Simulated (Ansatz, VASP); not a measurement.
# Cross-check of SiC between VASP and Ansatz, part 2 of 3

One calculation is typed for both programs; each brings its own data sets. How far apart do they land? The cell is taken from a series of runs on this material, whose earlier steps may have relaxed, scaled, displaced or heated it; both programs get it as it stands.

VASP 6.6.1 and Ansatz 0.2.0.

So far: Starting point; VASP: zone-centre phonons, LDA.

## Step 2: VASP: zone-centre phonons, LDA (continued)

Level of this step: LDA; plane waves and PAW (C, Si) (VASP).

OUTCAR, selected parts (step 2):

```text
ion  position               nearest neighbor table
   1  0.667  0.333  0.750-   7 1.87   7 1.87   7 1.87   5 1.88
   2  0.333  0.667  0.250-   8 1.87   8 1.87   8 1.87   6 1.88
   3  1.000  1.000  0.500-   6 1.87   6 1.87   6 1.87   7 1.87
   4  1.000  1.000  0.000-   5 1.87   5 1.87   5 1.87   8 1.87
   5  0.667  0.333  0.938-   4 1.87   4 1.87   4 1.87   1 1.88   7 3.05   7 3.05   7 3.05   8 3.05
                             8 3.05   8 3.05
   6  0.333  0.667  0.438-   3 1.87   3 1.87   3 1.87   2 1.88   8 3.05   8 3.05   8 3.05   7 3.05
                             7 3.05   7 3.05
   7  1.000  1.000  0.688-   1 1.87   1 1.87   1 1.87   3 1.87   5 3.05   5 3.05   5 3.05   6 3.05
                             6 3.05   6 3.05
   8  1.000  1.000  0.188-   2 1.87   2 1.87   2 1.87   4 1.87   6 3.05   6 3.05   6 3.05   5 3.05
                             5 3.05   5 3.05

  LATTYP: Found a hexagonal cell.
 ALAT       =     3.0483247959
 C/A-ratio  =     3.2733940185

 Subroutine GETGRP returns: Found 12 space group operations
 (whereof  6 operations were pure point group operations)

The static configuration has the point symmetry C_3v.
 The point group associated with its full space group is C_6v.

 Found     36 irreducible k-points:

   k-points           NKPTS =     36   k-points in BZ     NKDIM =     36   number of bands    NBANDS=     24

   dimension x,y,z NGX =    24 NGY =   24 NGZ =   80
   dimension x,y,z NGXF=    48 NGYF=   48 NGZF=  160

   ENCUT  =  600.0 eV  44.10 Ry    6.64 a.u.   6.09  6.09 19.93*2*pi/ulx,y,z

   NELECT =      32.0000    total number of electrons

 k-points in reciprocal lattice and weights: Automatic mesh
   0.00000000  0.00000000  0.00000000       0.003
   0.11111111  0.00000000  0.00000000       0.019
   0.22222222  0.00000000  0.00000000       0.019
   0.33333333 -0.00000000  0.00000000       0.019
   0.44444444  0.00000000  0.00000000       0.019
   0.11111111  0.11111111  0.00000000       0.019
   0.22222222  0.11111111  0.00000000       0.037
   0.33333333  0.11111111  0.00000000       0.037
   0.44444444  0.11111111  0.00000000       0.019
[...]
0.33333333  0.22222222  0.50000000       0.037
   0.33333333  0.33333333  0.50000000       0.006

 average (electrostatic) potential at core
       1 -48.5721       2 -48.5721       3 -48.6325       4 -48.6325       5 -81.5474
       6 -81.5474       7 -81.5015       8 -81.5015

   1 f  =   27.969897 THz   175.740048 2PiTHz  932.975351 cm-1   115.674149 meV
             X         Y         Z           dx          dy          dz
      1.524162  0.879976  7.481873    -0.000000    0.000000    0.180101
     -0.000000  1.759951  2.492689     0.000000   -0.000000   -0.180101
      1.524162  2.639927  4.993645     0.000000    0.000000    0.590367
      1.524162  2.639927  0.004461    -0.000000   -0.000000   -0.590367
      1.524162  0.879976  9.358068     0.000000    0.000000    0.174514
     -0.000000  1.759951  4.368884    -0.000000    0.000000   -0.174514
      1.524162  2.639927  6.864191     0.000000   -0.000000   -0.297617
      1.524162  2.639927  1.875007    -0.000000    0.000000    0.297617

   2 f  =   27.705607 THz   174.079463 2PiTHz  924.159573 cm-1   114.581132 meV
             X         Y         Z           dx          dy          dz
      1.524162  0.879976  7.481873    -0.000000    0.000000   -0.588043
     -0.000000  1.759951  2.492689     0.000000    0.000000    0.588043
      1.524162  2.639927  4.993645     0.000000    0.000000    0.181754
      1.524162  2.639927  0.004461    -0.000000    0.000000   -0.181754
      1.524162  0.879976  9.358068     0.000000   -0.000000    0.298216
     -0.000000  1.759951  4.368884    -0.000000   -0.000000   -0.298216
      1.524162  2.639927  6.864191     0.000000   -0.000000    0.179549
      1.524162  2.639927  1.875007     0.000000   -0.000000   -0.179549

   3 f  =   25.488786 THz   160.150767 2PiTHz  850.214388 cm-1   105.413102 meV
             X         Y         Z           dx          dy          dz
      1.524162  0.879976  7.481873     0.000000    0.000000    0.478224
     -0.000000  1.759951  2.492689     0.000000    0.000000    0.478224
      1.524162  2.639927  4.993645     0.000000    0.000000   -0.520490
      1.524162  2.639927  0.004461     0.000000    0.000000   -0.520490
      1.524162  0.879976  9.358068    -0.000000   -0.000000    0.011734
     -0.000000  1.759951  4.368884    -0.000000   -0.000000    0.011734
      1.524162  2.639927  6.864191    -0.000000   -0.000000    0.015941
      1.524162  2.639927  1.875007    -0.000000   -0.000000    0.015941

   4 f  =   24.241763 THz   152.315489 2PiTHz  808.618172 cm-1   100.255831 meV
             X         Y         Z           dx          dy          dz
      1.524162  0.879976  7.481873     0.366102   -0.189325   -0.000000
     -0.000000  1.759951  2.492689     0.366102   -0.189325   -0.000000
      1.524162  2.639927  4.993645     0.377214   -0.195072   -0.000000
      1.524162  2.639927  0.004461     0.377214   -0.195072    0.000000
      1.524162  0.879976  9.358068    -0.245356    0.126883    0.000000
     -0.000000  1.759951  4.368884    -0.245356    0.126883    0.000000
      1.524162  2.639927  6.864191    -0.240786    0.124519    0.000000
      1.524162  2.639927  1.875007    -0.240786    0.124519   -0.000000

   5 f  =   24.241763 THz   152.315489 2PiTHz  808.618172 cm-1   100.255831 meV
             X         Y         Z           dx          dy          dz
      1.524162  0.879976  7.481873     0.189325    0.366102    0.000000
     -0.000000  1.759951  2.492689     0.189325    0.366102    0.000000
      1.524162  2.639927  4.993645     0.195072    0.377214    0.000000
      1.524162  2.639927  0.004461     0.195072    0.377214    0.000000
      1.524162  0.879976  9.358068    -0.126883   -0.245356   -0.000000
     -0.000000  1.759951  4.368884    -0.126883   -0.245356   -0.000000
      1.524162  2.639927  6.864191    -0.124519   -0.240786   -0.000000
      1.524162  2.639927  1.875007    -0.124519   -0.240786   -0.000000

   6 f  =   23.921903 THz   150.305750 2PiTHz  797.948793 cm-1    98.932997 meV
             X         Y         Z           dx          dy          dz
      1.524162  0.879976  7.481873    -0.428989    0.221846   -0.000000
     -0.000000  1.759951  2.492689     0.428989   -0.221846   -0.000000
      1.524162  2.639927  4.993645     0.320660   -0.165825   -0.000000
      1.524162  2.639927  0.004461    -0.320660    0.165825   -0.000000
      1.524162  0.879976  9.358068     0.225470   -0.116599    0.000000
     -0.000000  1.759951  4.368884    -0.225470    0.116599    0.000000
      1.524162  2.639927  6.864191     0.238344   -0.123256    0.000000
      1.524162  2.639927  1.875007    -0.238344    0.123256    0.000000

   7 f  =   23.921903 THz   150.305750 2PiTHz  797.948793 cm-1    98.932997 meV
             X         Y         Z           dx          dy          dz
      1.524162  0.879976  7.481873    -0.221846   -0.428989    0.000000
     -0.000000  1.759951  2.492689     0.221846    0.428989    0.000000
      1.524162  2.639927  4.993645     0.165825    0.320660    0.000000
      1.524162  2.639927  0.004461    -0.165825   -0.320660    0.000000
      1.524162  0.879976  9.358068     0.116599    0.225470   -0.000000
     -0.000000  1.759951  4.368884    -0.116599   -0.225470   -0.000000
      1.524162  2.639927  6.864191     0.123256    0.238344   -0.000000
      1.524162  2.639927  1.875007    -0.123256   -0.238344   -0.000000

   8 f  =   23.769614 THz   149.348889 2PiTHz  792.868978 cm-1    98.303180 meV
             X         Y         Z           dx          dy          dz
      1.524162  0.879976  7.481873     0.000000    0.000000    0.443090
     -0.000000  1.759951  2.492689     0.000000    0.000000    0.443090
      1.524162  2.639927  4.993645    -0.000000   -0.000000    0.392648
      1.524162  2.639927  0.004461    -0.000000    0.000000    0.392648
      1.524162  0.879976  9.358068     0.000000   -0.000000   -0.281731
     -0.000000  1.759951  4.368884     0.000000    0.000000   -0.281731
      1.524162  2.639927  6.864191    -0.000000    0.000000   -0.264814
      1.524162  2.639927  1.875007    -0.000000   -0.000000   -0.264814

   9 f  =   23.683736 THz   148.809303 2PiTHz  790.004400 cm-1    97.948018 meV
             X         Y         Z           dx          dy          dz
      1.524162  0.879976  7.481873     0.317930   -0.164414   -0.000000
     -0.000000  1.759951  2.492689    -0.317930    0.164414   -0.000000
      1.524162  2.639927  4.993645     0.427509   -0.221082   -0.000000
      1.524162  2.639927  0.004461    -0.427509    0.221082   -0.000000
      1.524162  0.879976  9.358068     0.240189   -0.124211    0.000000
     -0.000000  1.759951  4.368884    -0.240189    0.124211    0.000000
      1.524162  2.639927  6.864191    -0.230139    0.119014    0.000000
      1.524162  2.639927  1.875007     0.230139   -0.119014    0.000000

  10 f  =   23.683736 THz   148.809303 2PiTHz  790.004400 cm-1    97.948018 meV
             X         Y         Z           dx          dy          dz
      1.524162  0.879976  7.481873    -0.164414   -0.317930   -0.000000
     -0.000000  1.759951  2.492689     0.164414    0.317930   -0.000000
      1.524162  2.639927  4.993645    -0.221082   -0.427509   -0.000000
      1.524162  2.639927  0.004461     0.221082    0.427509   -0.000000
      1.524162  0.879976  9.358068    -0.124211   -0.240189    0.000000
     -0.000000  1.759951  4.368884     0.124211    0.240189    0.000000
      1.524162  2.639927  6.864191     0.119014    0.230139    0.000000
      1.524162  2.639927  1.875007    -0.119014   -0.230139    0.000000

  11 f  =   23.465637 THz   147.438947 2PiTHz  782.729402 cm-1    97.046034 meV
             X         Y         Z           dx          dy          dz
      1.524162  0.879976  7.481873     0.386776   -0.200015    0.000000
     -0.000000  1.759951  2.492689     0.386776   -0.200015    0.000000
      1.524162  2.639927  4.993645    -0.376826    0.194870    0.000000
      1.524162  2.639927  0.004461    -0.376826    0.194870    0.000000
    [... 145 further lines ...]
      1.524162  2.639927  6.864191    -0.238482   -0.343826   -0.000000
      1.524162  2.639927  1.875007    -0.238482   -0.343826   -0.000000

 MACROSCOPIC STATIC DIELECTRIC TENSOR IONIC CONTRIBUTION
 ------------------------------------------------------
           3.260002    -0.000000     0.000000
          -0.000000     3.260002    -0.000000
           0.000000    -0.000000     3.634412
 ------------------------------------------------------

 ELASTIC MODULI CONTR FROM IONIC RELAXATION (kBar)
 Direction    XX          YY          ZZ          XY          YZ          ZX
 --------------------------------------------------------------------------------
 XX        -551.2816    302.3069    243.7680      0.0000     -0.0000     -0.0000
 YY         302.3069   -551.2816    243.7680      0.0000      0.0000     -0.0000
 ZZ         243.7680    243.7680   -478.5212     -0.0000     -0.0000      0.0000
 XY           0.0000      0.0000     -0.0000   -426.7943     -0.0000     -0.0000
 YZ          -0.0000      0.0000     -0.0000     -0.0000   -124.5404      0.0000
 ZX          -0.0000      0.0000      0.0000      0.0000      0.0000   -132.6166
 --------------------------------------------------------------------------------

 PIEZOELECTRIC TENSOR IONIC CONTR  for field in x, y, z        (C/m^2)
          XX          YY          ZZ          XY          YZ          ZX
  --------------------------------------------------------------------------------
  x     0.00000    -0.00000    -0.00000     0.00000    -0.00000     0.61744
  y     0.00000    -0.00000     0.00000    -0.00000     0.59811    -0.00000
  z     0.63186     0.63186    -1.23942    -0.00000    -0.00000     0.00000
```

(Continued in part 3 of 3.)

[Lines on the potential files, build, host, timing and source positions are cut from VASP's logs without a mark.]

[Logs are printed without paths, hosts, clocks, repeated set-up lines and the standing remarks that a program may print on its own settings, such as how far it seeks lower states.]

[Hosts, paths, dates, database ids (printed as entryN), source tags and the programs' standing remarks are cut or masked in the printed files.]
